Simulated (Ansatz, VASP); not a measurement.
## Two plane-wave programs on NaBeI3

INCAR

```
SYSTEM = NaBeI3
PREC     = Accurate       ! precision mode
ENCUT    = 520            ! plane-wave cutoff, eV
EDIFF    = 1E-6           ! SCF threshold, eV
ISMEAR   = 0              ! smearing method
SIGMA    = 0.05           ! smearing width, eV
LREAL    = .False.        ! projectors in reciprocal space
LASPH    = .True.         ! aspherical terms in the spheres
NELM     = 100            ! most SCF steps
ALGO     = Fast           ! electronic algorithm
ISIF     = 2              ! what is computed and relaxed
LWAVE    = .False.        ! write WAVECAR
LCHARG   = .True.         ! write CHGCAR
GGA      = PE             ! functional
LELF     = .True.         ! ELF
LVHAR    = .True.       
NBANDS   = 23             ! bands
```

Contents of KPOINTS:

```
regular mesh
0
Gamma
  4 4 4
  0 0 0
```

Contents of POSCAR:

```
NaBeI3
1.0
    5.3388360193      0.0000000000      0.0000000000
    0.0000000000      5.3388360193      0.0000000000
    0.0000000000      0.0000000000      5.3388360193
Na Be I
1 1 3
Direct
    0.0000000000      0.0000000000      0.0000000000
    0.5000000000      0.5000000000      0.5000000000
    0.5000000000      0.5000000000      0.0000000000
    0.5000000000      0.0000000000      0.5000000000
    0.0000000000      0.5000000000      0.5000000000
```

Input for Ansatz:

```yaml
crystal:
  lattice:
    - [5.3388360193, 0.0, 0.0]
    - [0.0, 5.3388360193, 0.0]
    - [0.0, 0.0, 5.3388360193]
  atoms:
    - { symbol: Na, position: [0.0, 0.0, 0.0] }
    - { symbol: Be, position: [0.5, 0.5, 0.5] }
    - { symbol: I, position: [0.5, 0.5, 0.0] }
    - { symbol: I, position: [0.5, 0.0, 0.5] }
    - { symbol: I, position: [0.0, 0.5, 0.5] }
basis:
  ecutwfc: 420
kpoints:
  mp_grid: { grid: [4, 4, 4] }
hamiltonian:
  xc: pbe
scf:
  occupations: { method: gaussian, width: 0.05 }
output:
  forces: true
  stress: true
  eigenvalues: true
```

The cell comes from a database or a generator and needn't be the stable form of this composition.

Alike in both runs: task single point; functional PBE; k mesh 4 × 4 × 4; occupations gaussian, width 0.05 eV; no spin polarisation.

|  | VASP | Ansatz |
| --- | --- | --- |
| version | VASP 6.6.1 | Ansatz 0.2.0 |
| potentials or method | VASP PAW PBE potentials, release 64 (Na_pv, Be, I) | scalar-relativistic, plane waves, PAW |
| plane-wave cutoff (eV) | 520 | 420 |
| valence electrons in the cell | 30 | 62 |

```csv
,VASP,Ansatz,Ansatz less VASP
gap on the k mesh at the Fermi level (eV),none,none,-
pressure (GPa),1.9,1.9,0.00
```

A gap of «none» marks a metal or a gap that the smearing closes. The two sets of potentials don't hold the same shells in valence.

Spin-orbit coupling is left out, which matters for the levels of I.
